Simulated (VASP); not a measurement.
Level of theory: LDA (Ceperley-Alder, Perdew-Zunger), VASP's LDA PAW potentials (set 64) (plane waves; VASP).

The input files of a VASP run:

POSCAR:
```
Al
1
    0.0000000000     1.9580063564     1.9580063564
    1.9580063564     0.0000000000     1.9580063564
    1.9580063564     1.9580063564    -0.0000000000
Al
1
Direct
  0.0000000000   0.0000000000   0.0000000000
```

### INCAR
```
! general
SYSTEM =Al
PREC   =Accurate
ENCUT  =500   ! plane-wave cut-off (eV)
LREAL  =F
LASPH  =T

! electronic loop
EDIFF  =1E-6
NELM   =100   ! most electronic steps
ALGO   =Normal   ! blocked Davidson

! smearing
ISMEAR =1
SIGMA  =0.1

! ions
IBRION =2
NSW    =40   ! most ionic steps
ISIF   =3   ! ions, shape and volume
EDIFFG =-0.02   ! ionic stop
PSTRESS=50   ! kbar

! output
LWAVE  =F
LCHARG =F
```

### KPOINTS
```
Automatic
0
G
  16 16 16
```

POTCAR, in this order: Al (LDA.64 set). Program: vasp_std.

What VASP printed:

OSZICAR:
```
       N       E                     dE             d eps       ncg     rms          rms(c)
DAV:   1    -0.261651737282E+01   -0.26165E+01   -0.89581E+02  1660   0.320E+02
DAV:   2    -0.420279265260E+01   -0.15863E+01   -0.15336E+01  1865   0.298E+01
DAV:   3    -0.421653826950E+01   -0.13746E-01   -0.13034E-01  1970   0.273E+00
DAV:   4    -0.421656440343E+01   -0.26134E-04   -0.26134E-04  1980   0.122E-01
DAV:   5    -0.421656447134E+01   -0.67911E-07   -0.68251E-07  1900   0.523E-03    0.155E+00
DAV:   6    -0.419766460157E+01    0.18900E-01   -0.20341E-03  1720   0.288E-01    0.865E-01
DAV:   7    -0.418537272092E+01    0.12292E-01   -0.51678E-03  1635   0.451E-01    0.180E-01
DAV:   8    -0.418534766793E+01    0.25053E-04   -0.30423E-05  2010   0.551E-02    0.137E-02
DAV:   9    -0.418534743584E+01    0.23209E-06   -0.16655E-07  1520   0.296E-03
   1 F= -.37168236E+01 E0= -.37168955E+01  d E =-.371682E+01
```

OUTCAR:
```
------------------------ aborting loop because EDIFF is reached ----------------------------------------
  FORCE on cell =-STRESS in cart. coord.  units (eV):
  Direction    XX          YY          ZZ          XY          YZ          ZX
  --------------------------------------------------------------------------------------
  Total        0.4689024      0.4689024      0.4689024      0.0000000      0.0000000     -0.0000000
  in kB       50.0403999     50.0403999     50.0403999      0.0000000      0.0000000     -0.0000000
  external PRESSURE =       0.0403999 kB  Pullay stress =      50.0000000 kB
  volume of cell :       15.01
      direct lattice vectors                 reciprocal lattice vectors
     0.000000000  1.958006356  1.958006356    -0.255361786  0.255361786  0.255361786
     1.958006356  0.000000000  1.958006356     0.255361786 -0.255361786  0.255361786
     1.958006356  1.958006356  0.000000000     0.255361786  0.255361786 -0.255361786
 POSITION                                       TOTAL-FORCE (eV/Angst)
 -----------------------------------------------------------------------------------
      0.00000      0.00000      0.00000        -0.000000     -0.000000     -0.000000
 -----------------------------------------------------------------------------------
    total drift:                                0.000000     -0.000000     -0.000000
  FREE ENERGIE OF THE ION-ELECTRON SYSTEM (eV)
  ---------------------------------------------------
  free  energy   TOTEN  =        -4.1853474358 eV

  energy  without entropy=       -4.1855630688  energy(sigma->0) =       -4.18541931
  enthalpy is  TOTEN    =        -3.7168235791 eV   P V=        0.4685238568

 reached required accuracy - stopping structural energy minimisation
```
(Selected blocks of OUTCAR.)

### OUTCAR
```
 val. band max:        8.7798710663   @ k =  -0.2500   0.3125   0.1250

 cond. band min:       8.8426077217   @ k =  -0.2500   0.5000   0.2500


 Fermi energy:         8.8227444642

 k-point     1 :       0.0000    0.0000    0.0000
  band No.  band energies     occupation
      1      -2.9592      2.00000
      2      21.9010      0.00000
      3      21.9010      0.00000
      4      21.9010      0.00000
      5      23.9746      0.00000

 k-point     2 :       0.0625    0.0000    0.0000
  band No.  band energies     occupation
      1      -2.8465      2.00000
      2      20.1478      0.00000
      3      21.5933      0.00000
      4      21.5933      0.00000
      5      24.4747      0.00000

 k-point     3 :       0.1250    0.0000    0.0000
  band No.  band energies     occupation
      1      -2.5088      2.00000
      2      17.5329      0.00000
      3      21.0644      0.00000
      4      21.0644      0.00000
      5      24.4496      0.00000

 k-point     4 :       0.1875    0.0000    0.0000
  band No.  band energies     occupation
      1      -1.9481      2.00000
      2      14.9205      0.00000
      3      20.6125      0.00000
      4      20.6125      0.00000
      5      24.2256      0.00000

 k-point     5 :       0.2500    0.0000    0.0000
  band No.  band energies     occupation
      1      -1.1671      2.00000
      2      12.4222      0.00000
      3      20.3096      0.00000
      4      20.3096      0.00000
      5      24.0433      0.00000

 k-point     6 :       0.3125    0.0000    0.0000
  band No.  band energies     occupation
      1      -0.1700      2.00000
      2      10.0748     -0.00000
      3      20.1757      0.00000
      4      20.1757      0.00000
      5      23.2376      0.00000

 k-point     7 :       0.3750    0.0000    0.0000
  band No.  band energies     occupation
      1       1.0380      2.00000
      2       7.8969      2.00000
      3      20.2167      0.00000
...
```

The compound is Al in the fcc structure. It was relaxed first under an external pressure of 5 GPa.
